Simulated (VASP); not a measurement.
# SrO: what each functional gives, and what it costs, part 3 of 3

Wanted: bands and gap of SrO from one functional after another. LASPH is on for some levels and off for others; the table marks which. The start is a cell from a database of measured crystal structures.

VASP 6.6.1, plane waves and PAW; the level of theory is named at each step.

So far, least gap on mesh and path (eV): step 2 (bands, level LDA, k 5×5×5) 3.09; step 10 (bands, level HSE03, k 5×5×5) 4.49; step 12 (bands, level r2SCAN-EpsX, k 5×5×5) 5.89; step 13 (bands, level PBE-EpsX, k 5×5×5) 5.58; step 14 (bands, level r2SCAN0, k 5×5×5) 5.79.

The database entry behind the starting cell differs from later determinations by our own check (about 0.5 % short), so it need not match the best structure at ambient conditions.

**15. Bands with PBE + SOC**

This step: PBE, spin-orbit coupling; plane waves and PAW (Sr_sv, O) (VASP 6.6.1).

Spin-orbit coupling needs spinors and the noncollinear program, where each band holds one electron.

INCAR reads:

```
SYSTEM = SrO
PREC = Accurate
ENCUT = 520
EDIFF = 1E-06
NELM = 100
ISMEAR = 0
SIGMA = 0.02
LREAL = .FALSE.
ALGO = Normal
GGA = PE
LNONCOLLINEAR = .TRUE.
MAGMOM = 0 0 0 0 0 0
NBANDS = 28
GGA_COMPAT = .FALSE.
LASPH = .TRUE.
LSORBIT = .TRUE.
LORBIT = 11
LWAVE = .FALSE.
LCHARG = .FALSE.
KPAR = 4
```

POSCAR reads:

```
SrO
1.0
    0.0000000000      2.5663000000      2.5663000000
    2.5663000000      0.0000000000      2.5663000000
    2.5663000000      2.5663000000      0.0000000000
Sr O
1 1
Direct
    0.5000000000      0.5000000000      0.5000000000
    0.0000000000      0.0000000000      0.0000000000
```

KPOINTS reads:

```
Automatic mesh
0
Gamma
6 6 6
0 0 0
```

KPOINTS_OPT reads:

```
Line mode
16
Line-mode
Reciprocal
  0.00000000   0.00000000   0.00000000 GAMMA
  0.50000000   0.00000000   0.50000000 X

  0.50000000   0.00000000   0.50000000 X
  0.50000000   0.25000000   0.75000000 W

  0.50000000   0.25000000   0.75000000 W
  0.37500000   0.37500000   0.75000000 K

  0.37500000   0.37500000   0.75000000 K
  0.00000000   0.00000000   0.00000000 GAMMA

  0.00000000   0.00000000   0.00000000 GAMMA
  0.50000000   0.50000000   0.50000000 L

  0.50000000   0.50000000   0.50000000 L
  0.62500000   0.25000000   0.62500000 U

  0.62500000   0.25000000   0.62500000 U
  0.50000000   0.25000000   0.75000000 W

  0.50000000   0.25000000   0.75000000 W
  0.50000000   0.50000000   0.50000000 L

  0.50000000   0.50000000   0.50000000 L
  0.37500000   0.37500000   0.75000000 K

  0.62500000   0.25000000   0.62500000 U
  0.50000000   0.00000000   0.50000000 X
```

PAW data sets: Sr_sv and O (PBE family, release 64).

On the command line:

```bash
$ mpirun -np 4 vasp_ncl
```

Elapsed: 83 s, on 4 MPI ranks of AMD EPYC 7R43, shared host; peak memory 0.87 GiB; 5.4 min of CPU time.

LASPH is switched on together with spin-orbit coupling, so the change from the scalar run holds both.

Electronic bands along the path, in eV, zero at the valence-band top; v1 is the highest filled band, c1 the lowest empty one:

```
          point     v4     v3     v2     v1    c1    c2    c3    c4
              Γ   0.00   0.00   0.00   0.00  4.00  4.00  6.19  6.19
0.47 of the way  -0.19  -0.19  -0.13  -0.13  4.51  4.51  5.83  5.83
              X  -0.14  -0.14  -0.07  -0.07  3.24  3.24  7.82  7.82
0.47 of the way  -0.47  -0.47  -0.25  -0.25  3.97  3.97  8.25  8.25
              W  -0.49  -0.49  -0.41  -0.41  6.01  6.01  6.02  6.02
0.53 of the way  -0.53  -0.53  -0.46  -0.46  5.06  5.06  7.26  7.26
              K  -0.60  -0.60  -0.48  -0.48  4.77  4.77  7.92  7.92
0.53 of the way  -0.88  -0.88  -0.30  -0.30  5.76  5.76  6.32  6.32
              Γ   0.00   0.00   0.00   0.00  4.00  4.00  6.19  6.19
0.47 of the way  -0.60  -0.60  -0.58  -0.58  5.92  5.92  6.08  6.08
              L  -1.18  -1.18  -1.16  -1.16  6.56  6.56  8.48  8.48
0.47 of the way  -1.00  -1.00  -0.90  -0.90  6.32  6.32  7.22  7.22
              U  -0.60  -0.60  -0.48  -0.48  4.77  4.77  7.92  7.92
0.47 of the way  -0.53  -0.53  -0.46  -0.46  5.06  5.06  7.26  7.26
              W  -0.49  -0.49  -0.41  -0.41  6.01  6.01  6.02  6.02
0.47 of the way  -0.86  -0.86  -0.77  -0.77  6.34  6.34  6.64  6.64
              L  -1.18  -1.18  -1.16  -1.16  6.56  6.56  8.48  8.48
0.47 of the way  -1.00  -1.00  -0.90  -0.90  6.32  6.32  7.22  7.22
              K  -0.60  -0.60  -0.48  -0.48  4.77  4.77  7.92  7.92
      jump to U  -0.60  -0.60  -0.48  -0.48  4.77  4.77  7.92  7.92
0.47 of the way  -0.41  -0.41  -0.26  -0.26  3.73  3.73  8.17  8.17
              X  -0.14  -0.14  -0.07  -0.07  3.24  3.24  7.82  7.82
```

Of the projections kept (Sr, O), the largest for each band there; the rest of the weight can lie on other orbitals:

```
point      v4      v3      v2      v1       c1       c2       c3       c4
    Γ  O 0.98  O 0.98  O 0.98  O 0.98  Sr 0.62  Sr 0.62  Sr 1.00  Sr 1.00
    X  O 0.93  O 0.93  O 0.93  O 0.93  Sr 1.00  Sr 1.00  Sr 0.82  Sr 0.82
    W  O 0.84  O 0.84  O 0.85  O 0.85  Sr 0.78  Sr 0.78  Sr 0.78  Sr 0.78
    K  O 0.89  O 0.89  O 0.84  O 0.84  Sr 0.82  Sr 0.82  Sr 0.72  Sr 0.72
    Γ  O 0.98  O 0.98  O 0.98  O 0.98  Sr 0.62  Sr 0.62  Sr 1.00  Sr 1.00
    L  O 0.86  O 0.86  O 0.86  O 0.86  Sr 0.52  Sr 0.52  Sr 0.88  Sr 0.88
```

The gap is 3.24 eV, indirect, from Γ to X. Against PBE that is -0.02 eV, on another mesh; this run took 2.8 times the core time.

**16. The ladder as a table**

This step: ladder of functionals on one cell; plane waves and PAW (VASP 6.6.1).

This step runs nothing: it gathers the runs above.

A gap of 0 means none; cost is the wall time of each run, as given at its step, times its ranks, without the set-up around it; LASPH differs between rows, which moves results and costs too. Results by level, by row:

```
      level  gap (eV)  least direct gap (eV)  pressure (GPa)  cost (core minutes)  LASPH
        LDA     3.093                  3.173           -3.07                 2.67    off
        PBE      3.26                  3.345            3.93                    2    off
     r2SCAN     3.739                   3.82            2.12                 10.5     on
       BLYP      3.39                   3.47            6.87                 2.07    off
        LAK     3.834                  3.915            4.46                    9     on
      HSE06     4.763                  4.861               -                 40.3     on
      HSE03     4.494                  4.586               -                 34.9     on
r2SCAN-EpsX     5.893                  5.992               -                 35.6     on
   PBE-EpsX     5.582                  5.686               -                 45.1     on
    r2SCAN0     5.792                  5.891               -                 35.1     on
  PBE + SOC      3.24                  3.306             3.9                 5.53     on
```

**17. Outcome**

| Quantity | Value |
| --- | --- |
| gap, LDA | 3.09 eV |
| gap, PBE | 3.26 eV |
| gap, r2SCAN | 3.74 eV |
| gap, BLYP | 3.39 eV |
| gap, LAK | 3.83 eV |
| gap, HSE06 | 4.76 eV |
| gap, HSE03 | 4.49 eV |
| gap, r2SCAN-EpsX | 5.89 eV |
| gap, PBE-EpsX | 5.58 eV |
| gap, r2SCAN0 | 5.79 eV |
| gap, PBE + SOC | 3.24 eV |

What this shows: For SrO, without spin-orbit coupling, the functional decides between a gap of 3.09 eV (LDA) and 5.89 eV (r2SCAN-EpsX), while across these levels the cost spans a factor of 23. HSE06 moves the gap by +1.50 eV from PBE, at about 20 times the core time, though on fewer points of the path. On r2SCAN the gap grows with the share of exact exchange: 3.74 eV at none, 5.79 eV at 0.25, 5.89 eV at 0.26. Spin-orbit coupling changes the PBE gap by -0.02 eV (the two runs use different meshes). All levels use one geometry, and one mesh but for spin-orbit runs, kept coarse to afford the hybrids, so no gap here is fully converged. Costs come from a shared host, and the hybrids use PRECFOCK = Fast. Not obtained: TB-mBJ, because the run did not converge. These are single-particle gaps of a static lattice, without excitons or temperature. LASPH is on for some levels and off for others, so differences between them are not the functional's alone. The spin-orbit shifts include the switch to LASPH.

[Lines on the potential files, build, host, timing and source positions are cut from VASP's logs without a mark.]

[Logs are printed without paths, hosts, clocks, repeated set-up lines and the standing remarks that a program may print on its own settings, such as how far it seeks lower states.]

[Hosts, paths, dates, database ids (printed as entryN), source tags and the programs' standing remarks are cut or masked in the printed files.]

[A measured line is paired with the nearest computed mode of its activity, which favours agreement.]
